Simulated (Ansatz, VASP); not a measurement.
# LuNb4: VASP beside Ansatz

```
Lu Nb
1.0
    -2.78391    2.78391    2.78391
     2.78391   -2.78391    2.78391
     2.78391    2.78391   -2.78391
Lu Nb
1 4
Direct
  0.00000 0.00000 0.00000
  0.00000 0.00000 0.50000
  0.00000 0.50000 0.00000
  0.50000 0.00000 0.00000
  0.50000 0.50000 0.50000
```

Change from the starting cell: species swapped into the MnGa4 type (Im-3m, No. 229).

Alike in both runs: task relaxation of cell and atoms; functional PBE; k mesh 4 × 4 × 4; occupations gaussian, width 0.1 eV; no spin polarisation.

```csv
,VASP,Ansatz
version,VASP 6.6.1,Ansatz 0.2.0
potentials or method,"VASP PAW PBE potentials, release 64 (Lu, Nb_sv)","scalar-relativistic, plane waves, PAW"
plane-wave cutoff (eV),600,420
valence electrons in the cell,77,77
```

Ansatz gave:

```
gap on the k mesh at the Fermi level, each at its own relaxed structure (eV) : none
relaxed volume (Å³/atom)                                                     : 22.99
relaxed cell length with the largest relative difference (Å)                 : 5.305
energy change over the relaxation (meV/atom)                                 : -610
```

Q: What did VASP give for the same quantities?

A: gap on the k mesh at the Fermi level, each at its own relaxed structure (eV): none; relaxed volume (Å³/atom): 23.02; relaxed cell length with the largest relative difference (Å): 5.307; energy change over the relaxation (meV/atom): -628.

A gap of «none» marks a metal or a gap that the smearing closes.

Caveats: the k mesh is coarse (spacing up to 0.40 Å⁻¹), so the values aren't converged; the volume moved by over 15 % at a fixed basis, so the end points are rough. The runs have no spin-orbit coupling, so splittings on Lu are missing.
